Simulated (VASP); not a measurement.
Computed with RPBE GGA, VASP's PBE PAW potentials (set 64) (plane waves; VASP).

VASP ran on this input.

File KPOINTS:
```
K-points
0
Gamma
9 9 5
0 0 0
```

### INCAR
```
SYSTEM = GaN
PREC = Accurate
ENCUT = 520
EDIFF = 1E-7
NELM = 100
ALGO = Normal
LREAL = .FALSE.
LASPH = .TRUE.
ISMEAR = -5
GGA = RP
LMAXMIX = 4
LWAVE = .FALSE.
LCHARG = .TRUE.
LORBIT = 11
NEDOS = 601
ISIF = 2
LEFG = .TRUE.
```

**POSCAR**
```
GaN
1
    1.6217872381    -2.8090178554     0.0000000000
    1.6217872381     2.8090178554     0.0000000000
    0.0000000000     0.0000000000     5.2789260980
Ga N
2 2
Direct
  0.6666670000   0.3333330000   0.5000311170
  0.3333330000   0.6666670000   0.0000311170
  0.6666670000   0.3333330000   0.8769688830
  0.3333330000   0.6666670000   0.3769688830
```

POTCAR, in this order: Ga_d N (PBE.64 set). Program: vasp_std.

The run wrote:

File OSZICAR:
```
       N       E                     dE             d eps       ncg     rms          rms(c)
DAV:   1     0.282645957129E+03    0.28265E+03   -0.18417E+04  1634   0.298E+03
DAV:   2     0.109642499893E+02   -0.27168E+03   -0.26361E+03  1766   0.534E+02
DAV:   3    -0.250802607150E+02   -0.36045E+02   -0.35749E+02  1872   0.156E+02
DAV:   4    -0.264638668480E+02   -0.13836E+01   -0.13799E+01  2098   0.334E+01
DAV:   5    -0.264911748309E+02   -0.27308E-01   -0.27294E-01  1834   0.422E+00    0.107E+01
DAV:   6    -0.225717491827E+02    0.39194E+01   -0.15038E+01  2816   0.545E+01    0.318E+00
DAV:   7    -0.226986491416E+02   -0.12690E+00   -0.16073E+00  1722   0.108E+01    0.270E+00
DAV:   8    -0.227141273701E+02   -0.15478E-01   -0.27655E-01  2474   0.797E+00    0.891E-01
DAV:   9    -0.226915583500E+02    0.22569E-01   -0.11343E-01  2844   0.561E+00    0.370E-01
DAV:  10    -0.226927780522E+02   -0.12197E-02   -0.64425E-03  1772   0.849E-01    0.162E-01
DAV:  11    -0.226929350183E+02   -0.15697E-03   -0.22761E-03  2290   0.793E-01    0.410E-02
DAV:  12    -0.226929565780E+02   -0.21560E-04   -0.24415E-04  1792   0.119E-01    0.227E-02
DAV:  13    -0.226929620542E+02   -0.54762E-05   -0.69103E-05  2030   0.150E-01    0.144E-02
DAV:  14    -0.226929635543E+02   -0.15002E-05   -0.98914E-06  1952   0.298E-02    0.506E-03
DAV:  15    -0.226929635027E+02    0.51648E-07   -0.16388E-06  2256   0.125E-02    0.821E-04
DAV:  16    -0.226929636472E+02   -0.14452E-06   -0.32516E-07  1788   0.463E-03    0.232E-03
DAV:  17    -0.226929635389E+02    0.10833E-06   -0.61083E-08  1062   0.288E-03    0.239E-04
DAV:  18    -0.226929635258E+02    0.13098E-07   -0.21631E-08   852   0.109E-03
   1 F= -.22692964E+02 E0= -.22692964E+02  d E =0.000000E+00
```

**OUTCAR**
```
------------------------ aborting loop because EDIFF is reached ----------------------------------------
  FORCE on cell =-STRESS in cart. coord.  units (eV):
  Direction    XX          YY          ZZ          XY          YZ          ZX
  --------------------------------------------------------------------------------------
  Total        0.0005809      0.0005809      0.0685443      0.0000000      0.0000000      0.0000000
  in kB        0.0193502      0.0193502      2.2832741      0.0000000      0.0000000      0.0000000
  external PRESSURE =       0.7739915 kB  Pullay stress =       0.0000000 kB
  volume of cell :       48.10
      direct lattice vectors                 reciprocal lattice vectors
     1.621787238 -2.809017855  0.000000000     0.308301846 -0.177998157  0.000000000
     1.621787238  2.809017855  0.000000000     0.308301846  0.177998157  0.000000000
     0.000000000  0.000000000  5.278926098     0.000000000  0.000000000  0.189432468
  FREE ENERGIE OF THE ION-ELECTRON SYSTEM (eV)
  ---------------------------------------------------
  free  energy   TOTEN  =       -22.6929635258 eV

  energy  without entropy=      -22.6929635258  energy(sigma->0) =      -22.69296353

 total charge

# of ion       s       p       d       tot
------------------------------------------
    1        0.778   0.842  10.151  11.771
    2        0.778   0.842  10.151  11.771
    3        1.232   2.487   0.000   3.719
    4        1.232   2.487   0.000   3.719
--------------------------------------------------
tot          4.020   6.658  20.302  30.979

 Electric field gradients after diagonalization (V/A^2)
 (convention: |V_zz| > |V_xx| > |V_yy|)
----------------------------------------------------------------------
 ion       V_xx      V_yy      V_zz     asymmetry (V_yy - V_xx)/ V_zz
----------------------------------------------------------------------
   1      -2.261    -2.254     4.515       0.001
   2      -2.261    -2.254     4.515       0.002
   3      -0.329    -0.325     0.654       0.006
   4      -0.329    -0.325     0.654       0.005
```
(Selected blocks of OUTCAR.)

The compound is GaN in the wurtzite structure. It was relaxed first, which changed the volume by +5 %.
